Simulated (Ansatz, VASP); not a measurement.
# BiB5 in VASP and in Ansatz

```
B Bi
1.0
     4.73925    0.00000    0.00000
    -2.36962    4.10431    0.00000
     0.00000    0.00000    3.82757
B Bi
5 1
Direct
  0.66667 0.33333 0.00000
  0.50000 0.00000 0.50000
  0.50000 0.50000 0.50000
  0.00000 0.50000 0.50000
  0.33333 0.66667 0.00000
  0.00000 0.00000 0.00000
```

Change from the starting cell: species swapped into the SrPd5 type (P6/mmm, No. 191).

Alike in both runs: task relaxation of cell and atoms; functional PBE; k mesh 6 × 6 × 4; occupations gaussian, width 0.1 eV; no spin polarisation.

|  | VASP | Ansatz |
| --- | --- | --- |
| version | VASP 6.6.1 | Ansatz 0.2.0 |
| potentials or method | VASP PAW PBE potentials, release 64 (B, Bi_d) | scalar-relativistic, plane waves, PAW |
| plane-wave cutoff (eV) | 600 | 420 |
| valence electrons in the cell | 30 | 30 |

```csv
,VASP,Ansatz,Ansatz less VASP
"gap on the k mesh at the Fermi level, each at its own relaxed structure (eV)",none,none,-
relaxed volume (Å³/atom),9.82,9.83,+0.015
relaxed cell length with the largest relative difference (Å),4.771,4.774,+0.0030
energy change over the relaxation (meV/atom),-500,-499,+0.3
```

A gap of «none» marks a metal or a gap that the smearing closes.

Caveats: the k mesh is coarse (spacing up to 0.41 Å⁻¹), so the values aren't converged; the volume moved by over 15 % at a fixed basis, so the end points are rough; the bands computed are all filled at some k points, so no gap is given; spin-orbit coupling is left out, which moves the levels of the heavy elements.
